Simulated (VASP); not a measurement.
Energy against volume of Sr (fcc). Calculation: TPSS meta-GGA, VASP's PBE PAW potentials (set 64) (plane waves; VASP 6.6.1). Numerical set-up: 520 eV cut-off, 11×11×11 Γ-centred mesh, first-order Methfessel-Paxton smearing of 0.10 eV, potentials Sr_sv.

| V (Å³/atom) | E (eV/atom) |
|---|---|
| 51.639 | -10.29191 |
| 53.287 | -10.29688 |
| 54.935 | -10.29806 |
| 56.583 | -10.29595 |

**Question.** Fit these four points and predict the energy of the run at 58.231 Å³/atom.

**Answer.** A cubic in V^(−2/3), the third-order Birch-Murnaghan form, passes through the four points with V0 = 54.67 Å³/atom and B0 = 11 GPa, and gives -10.2910 eV/atom there. The run gave -10.2909 eV/atom, +0.1 meV/atom from the fit; all five points give B0 = 11 GPa.

The compound is Sr in the fcc structure. It was relaxed first.
